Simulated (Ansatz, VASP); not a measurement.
## One calculation of B2O, two programs

```
CELL_PARAMETERS angstrom
2.87900 0.00000 0.00000
-1.43950 2.49329 0.00000
0.00000 0.00000 7.05200
ATOMIC_POSITIONS crystal
B 0.00000 0.00000 0.38000
B 0.00000 0.00000 0.62000
B 0.66667 0.33333 0.02300
B 0.33333 0.66667 0.97700
O 0.66667 0.33333 0.30600
O 0.33333 0.66667 0.69400
```

Alike in both runs: task single point; functional PBE; k mesh 8 × 8 × 3; occupations fermi-dirac, width 0.02 eV; no spin polarisation.

|  | VASP | Ansatz |
| --- | --- | --- |
| version | VASP 6.6.1 | Ansatz 0.2.0 |
| potentials or method | VASP PAW PBE potentials, release 64 (B, O), cutoff 520 eV | all-electron LAPW, scalar-relativistic |

|  | VASP | Ansatz | Ansatz less VASP |
| --- | --- | --- | --- |
| pressure (GPa) | -19.0 | -19.1 | -0.03 |
| largest component of the traceless stress (GPa) | 18.99 | 19.19 | +0.196 |
| rms of the force components (eV/Å) | 0.060 | 0.060 | +0.0001 |

Atom by atom the forces differ by 0.006 eV/Å (rms over components). Ansatz ran all-electron here, so the differences hold the error of VASP's frozen core and of both bases.

Caveats: so large a pressure means that the cell lies far from this level's equilibrium, or that cutoff or potentials fall short (VASP).
